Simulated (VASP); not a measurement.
```yaml
crystal:
  lattice:
    - [1.35449, -2.34605, 0.00000]
    - [1.35449, 2.34605, 0.00000]
    - [0.00000, 0.00000, 4.26554]
  atoms:
    - { symbol: Ru, position: [0.33333, 0.66667, 0.25000] }
    - { symbol: Ru, position: [0.66667, 0.33333, 0.75000] }
```

All values below come from r2SCAN meta-GGA, VASP's PBE PAW potentials (set 64) (plane waves; VASP 6.6.1). Run with 520 eV cut-off, 17×17×10 Γ-centred mesh, tetrahedra with Blöchl corrections, potentials Ru_pv.

Question: Give the energies of bands 7 to 17 at the high-symmetry points, in eV from the Fermi level.

Answer: 
```tsv
band	Γ	M	K	A	L	H
7	-8.37	-6.46	-5.88	-6.33	-6.35	-4.93
8	-6.51	-5.77	-4.56	-6.33	-6.35	-4.93
9	-2.72	-5.64	-4.56	-2.91	-4.74	-4.31
10	-2.72	-3.20	-3.97	-2.91	-4.74	-4.31
11	-2.48	-2.16	-2.98	-2.91	-1.14	-2.86
12	-2.01	-1.90	-2.98	-2.91	-1.14	-2.86
13	-2.01	-1.56	-1.11	-2.81	0.46	-1.25
14	-1.51	1.44	1.07	-2.81	0.46	-1.25
15	-1.51	1.89	1.07	0.56	1.72	1.27
16	1.22	2.00	1.53	0.56	1.72	1.27
17	1.22	4.22	7.28	0.56	3.53	8.38
```

It has no gap at this level: it comes out as a metal or semimetal.

The compound is Ru in the hcp structure. It was relaxed first.
